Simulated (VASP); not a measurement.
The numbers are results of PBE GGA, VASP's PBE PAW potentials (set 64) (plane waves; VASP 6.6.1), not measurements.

VASP input:

**KPOINTS**
```
Automatic mesh
0
Gamma
7 7 7
0 0 0
```

POSCAR:
```
Sb
1
    4.0212792287    -2.1929255118    -0.0018902848
    4.0212792287     2.1929255118    -0.0018902848
    2.8271045841     0.0000000000     3.6037605974
Sb
2
Direct
  0.2329647319   0.2329647319   0.2329647319
  0.7670352681   0.7670352681   0.7670352681
```

INCAR:
```
# general
SYSTEM  = Sb
PREC    = Accurate
ENCUT   = 500   # plane-wave cut-off (eV)
LREAL   = .FALSE.   # projection in real space or not
LASPH   = .TRUE.

# electronic loop
EDIFF   = 1E-6
NELM    = 100   # most electronic steps
ALGO    = Normal
LMAXMIX = 4   # l cut-off of mixed one-centre charges

# smearing
ISMEAR  = 0
SIGMA   = 0.05

# functional
GGA     = PE

# ions
IBRION  = 2   # conjugate gradients
NSW     = 40   # most ionic steps
ISIF    = 3   # ions, shape and volume
EDIFFG  = -0.02   # ionic stop
PSTRESS = 50   # kbar

# output
LWAVE   = .FALSE.
LCHARG  = .FALSE.
```

POTCAR, in this order: Sb (PBE.64 set). Program: vasp_std.

Problem. What will the output report for the number of irreducible k-points (NKPTS), largest plane-wave count, number of space-group operations, FFT grid (NGX, NGY, NGZ)?

Solution. 
```
Property                                       Value
--------------------------------------  ------------
number of irreducible k-points (NKPTS)            44
largest plane-wave count                        1628
number of space-group operations                  12
FFT grid (NGX, NGY, NGZ)                36 × 36 × 36
```

The compound is Sb in the a7 structure. This run relaxes it under an external pressure of 5 GPa. Symmetry was kept, so distortions that lower it aren't found.
